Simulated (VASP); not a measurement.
Method: PW91 GGA, VASP's PBE PAW potentials (set 64) (plane waves; VASP).

VASP ran on this input.

### POSCAR
```
NaF
1
    0.0000000000     2.3451099668     2.3451099668
    2.3451099668     0.0000000000     2.3451099668
    2.3451099668     2.3451099668     0.0000000000
Na F
1 1
Direct
  0.0000000000   0.0000000000   0.0000000000
  0.5000000000   0.5000000000   0.5000000000
```

### INCAR
```
! general
SYSTEM=NaF
PREC  =Accurate
ENCUT =520
LREAL =F
LASPH =T
ICHARG=11

! electronic loop
EDIFF =1E-7
NELM  =100
ALGO  =Normal

! smearing
ISMEAR=0
SIGMA =0.05

! functional
GGA   =91

! output
LWAVE =F
LCHARG=F
LORBIT=11
```

**KPOINTS**
```
k-points along high-symmetry lines
15
Line-mode
Reciprocal
  0.000000   0.000000   0.000000 ! GAMMA
  0.500000   0.000000   0.500000 ! X

  0.500000   0.000000   0.500000 ! X
  0.625000   0.250000   0.625000 ! U

  0.375000   0.375000   0.750000 ! K
  0.000000   0.000000   0.000000 ! GAMMA

  0.000000   0.000000   0.000000 ! GAMMA
  0.500000   0.500000   0.500000 ! L

  0.500000   0.500000   0.500000 ! L
  0.500000   0.250000   0.750000 ! W

  0.500000   0.250000   0.750000 ! W
  0.500000   0.000000   0.500000 ! X
```

POTCAR, in this order: Na_pv F (PBE.64 set). Program: vasp_std. Read from the step before: CHGCAR.

The run wrote:

**OUTCAR**
```
 ion  position               nearest neighbor table
   1  0.000  0.000  0.000-   2 2.35   2 2.35   2 2.35   2 2.35   2 2.35   2 2.35
   2  0.500  0.500  0.500-   1 2.35   1 2.35   1 2.35   1 2.35   1 2.35   1 2.35
  LATTYP: Found a face centered cubic cell.
 ALAT       =     4.6902199336
 Subroutine PRICEL returns:
 Original cell was already a primitive cell.
 Subroutine GETGRP returns: Found 48 space group operations
The static configuration has the point symmetry O_h .
The dynamic configuration has the point symmetry O_h .
 Subroutine INISYM returns: Found 48 space group operations
   k-points           NKPTS =     90   k-points in BZ     NKDIM =     90   number of bands    NBANDS=     11
   number of dos      NEDOS =    301   number of ions     NIONS =      2
   total plane-waves  NPLWV =  21952
   dimension x,y,z NGX =    28 NGY =   28 NGZ =   28
   dimension x,y,z NGXF=    56 NGYF=   56 NGZF=   56
   ions per type =               1   1
   PREC   = accura    normal or accurate (medium, high low for compatibility)
   ISTART =      0    job   : 0-new  1-cont  2-samecut
   ICHARG =     11    charge: 1-file 2-atom 10-const
   ISPIN  =      1    spin polarized calculation?
   LNONCOLLINEAR =      F non collinear calculations
   LSORBIT =      F    spin-orbit coupling
   INIWAV =      1    electr: 0-lowe 1-rand  2-diag
   ENCUT  =  520.0 eV  38.22 Ry    6.18 a.u.   6.17  6.17  6.17*2*pi/ulx,y,z
...
```

File OSZICAR:
```
       N       E                     dE             d eps       ncg     rms          rms(c)
DAV:   1     0.107374599790E+03    0.10737E+03   -0.82415E+03  2015   0.156E+03
DAV:   2    -0.196688184504E+01   -0.10934E+03   -0.10075E+03  2132   0.361E+02
DAV:   3    -0.824976497913E+01   -0.62829E+01   -0.62612E+01  2271   0.866E+01
DAV:   4    -0.831695629064E+01   -0.67191E-01   -0.67181E-01  2142   0.969E+00
DAV:   5    -0.831769461682E+01   -0.73833E-03   -0.73832E-03  2286   0.104E+00
DAV:   6    -0.831770729110E+01   -0.12674E-04   -0.12674E-04  2174   0.137E-01
DAV:   7    -0.831770756784E+01   -0.27674E-06   -0.27672E-06  2263   0.197E-02
DAV:   8    -0.831770757412E+01   -0.62789E-08   -0.63125E-08  1656   0.308E-03
   1 F= -.83177076E+01 E0= -.83177076E+01  d E =-.343021E-20
```

**OUTCAR**
```
 val. band max:       -2.3243404965   @ k =   0.0000   0.0000   0.0000

 cond. band min:       3.8428944244   @ k =   0.0000   0.0000   0.0000



 k-point     1 :       0.0000    0.0000    0.0000
  band No.  band energies     occupation
      1     -21.4151      2.00000
      2     -21.4151      2.00000
      3     -21.4151      2.00000
      4     -21.3682      2.00000
      5      -2.3243      2.00000
      6      -2.3243      2.00000
      7      -2.3243      2.00000
      8       3.8429      0.00000
      9      16.4424      0.00000
     10      16.4424      0.00000
     11      16.4425      0.00000

 k-point     2 :       0.0357    0.0000    0.0357
  band No.  band energies     occupation
      1     -21.4904      2.00000
      2     -21.4157      2.00000
      3     -21.4157      2.00000
      4     -21.2897      2.00000
      5      -2.3552      2.00000
      6      -2.3297      2.00000
      7      -2.3297      2.00000
      8       3.9041      0.00000
      9      16.1705      0.00000
     10      16.4504      0.00000
     11      16.4505      0.00000

 k-point     3 :       0.0714    0.0000    0.0714
  band No.  band energies     occupation
      1     -21.5776      2.00000
      2     -21.4173      2.00000
      3     -21.4173      2.00000
      4     -21.1937      2.00000
      5      -2.4425      2.00000
      6      -2.3454      2.00000
      7      -2.3454      2.00000
      8       4.0824      0.00000
      9      15.5791      0.00000
     10      16.4738      0.00000
     11      16.4738      0.00000

 k-point     4 :       0.1071    0.0000    0.1071
  band No.  band energies     occupation
      1     -21.6549      2.00000
      2     -21.4201      2.00000
      3     -21.4201      2.00000
      4     -21.1038      2.00000
      5      -2.5720      2.00000
      6      -2.3704      2.00000
      7      -2.3704      2.00000
      8       4.3643      0.00000
      9      14.9092      0.00000
     10      16.5107      0.00000
...
```

The density is held fixed in this step, so its total energy and stress have no physical meaning.

The compound is NaF in the rock salt structure. It was relaxed first.
